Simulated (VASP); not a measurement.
A VASP calculation is set up with these files.

INCAR:
```
AGGAC  =  0.0
ALGO  =  Normal
EDIFF  =  1E-6
EDIFFG  =  -0.02
ENCUT  =  520
GGA  =  CX
IBRION  =  2
ISIF  =  3
ISMEAR  =  0
LASPH  =  .TRUE.
LCHARG  =  .FALSE.
LMAXMIX  =  6
LREAL  =  .FALSE.
LUSE_VDW  =  .TRUE.
LWAVE  =  .FALSE.
NELM  =  100
NSW  =  60
PREC  =  Accurate
SIGMA  =  0.05
SYSTEM  =  HfS2
```

File KPOINTS:
```
Automatic mesh
0
G
 7 7 4
0 0 0
```

**POSCAR**
```
HfS2
1
    1.7984440474    -3.1149962549     0.0000000000
    1.7984440474     3.1149962549     0.0000000000
    0.0000000000     0.0000000000     5.8052206465
Hf S
1 2
Direct
  0.0000000000   0.0000000000   0.0000000000
  0.3333330000   0.6666670000   0.2484982130
  0.6666670000   0.3333330000   0.7515017870
```

POTCAR, in this order: Hf_pv S (PBE.64 set). Program: vasp_std.

Task: Translate this vdW-DF-cx calculation to Quantum ESPRESSO's pw.x.

Result: One equivalent input (not run):
```
&CONTROL
  calculation = 'vc-relax'
  pseudo_dir = './pseudo'
  outdir = './out'
  tprnfor = .true.
  tstress = .true.
  nstep = 60
  forc_conv_thr = 0.00078
/
&SYSTEM
  ibrav = 0
  nat = 3
  ntyp = 2
  ecutwfc = 58
  occupations = 'smearing'
  smearing = 'gaussian'
  degauss = 0.003675
  input_dft = 'vdw-df-cx'
/
&ELECTRONS
  conv_thr = 7.3e-08
  electron_maxstep = 100
/
&IONS
/
&CELL
/
ATOMIC_SPECIES
  Hf 178.490 Hf.upf
  S 32.060 S.upf
CELL_PARAMETERS angstrom
     1.7984440   -3.1149963    0.0000000
     1.7984440    3.1149963    0.0000000
     0.0000000    0.0000000    5.8052206
ATOMIC_POSITIONS crystal
  Hf   0.0000000  0.0000000  0.0000000
  S    0.3333330  0.6666670  0.2484982
  S    0.6666670  0.3333330  0.7515018
K_POINTS automatic
  7 7 4 0 0 0
```
What does not carry over: the potentials are each code's own (VASP's PAW set, PseudoDojo norm-conserving files in pw.x), so ENCUT and ecutwfc are chosen apart and not converted; conv_thr bounds pw.x's estimated SCF error, while EDIFF bounds the energy change between steps; forc_conv_thr acts on force components and is met together with etot_conv_thr.

The compound is HfS2 in the 1T layered structure. This run relaxes it. Symmetry was kept, so distortions that lower it aren't found. The start is the result of an earlier pass.
